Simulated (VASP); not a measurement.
Data:

```
Na
1.0
   -2.08396     2.08396     2.08396
    2.08396    -2.08396     2.08396
    2.08396     2.08396    -2.08396
Na
1
Direct
  0.00000   0.00000   0.00000
```

The numbers are results of r2SCAN meta-GGA, VASP's PBE PAW potentials (set 64) (plane waves; VASP 6.6.1), not measurements. Run with 400 eV cut-off, 11×11×11 Γ-centred mesh, first-order Methfessel-Paxton smearing of 0.10 eV, potentials Na_pv.

Problem. What does the run give for the energy per atom (σ→0), band gap (on the k-mesh) with the smallest direct gap where there is one?

Solution. 
* **band gap (on the k-mesh)**: none (metal, semimetal or under 0.01 eV)
* **energy per atom (σ→0)**: -3.557 eV/atom

The compound is Na in the bcc structure. It was relaxed first, which changed the volume by -6 %. The start is the result of an earlier pass.
